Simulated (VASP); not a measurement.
Consider the following.

```
CELL_PARAMETERS angstrom
     -1.96588     3.19391     1.93633
      1.96588    -3.19391     1.93633
      1.96588     3.19391    -1.93633
ATOMIC_POSITIONS crystal
  Cu 0.68351 0.38867 0.29484
  Cu 0.09383 0.38867 0.70516
  Se 0.02667 0.02667 0.00000
```

Level of theory: PBEsol GGA, VASP's PBE PAW potentials (set 64) (plane waves; VASP). Numerical set-up: 400 eV cut-off, 12×12×12 Γ-centred mesh, tetrahedra with Blöchl corrections, potentials Cu Se.

The cores are frozen, which limits the accuracy of field gradients.

Question: Give the principal components of the electric field gradient (V/Å²) and the asymmetry η at each nucleus.

Answer: 
```json
[
 {"atom": "Cu1", "Vxx": "-38.6", "Vyy": "-0.5", "Vzz": "39.1", "η": "0.97"},
 {"atom": "Cu2", "Vxx": "-38.6", "Vyy": "-0.5", "Vzz": "39.1", "η": "0.97"},
 {"atom": "Se3", "Vxx": "76.1", "Vyy": "45.8", "Vzz": "-121.9", "η": "0.25"}
]
```

The structure comes from a computed database's Cu2Se entry (Imm2); how it stands against other phases isn't given here. It was relaxed first, which changed the volume by -6 %.
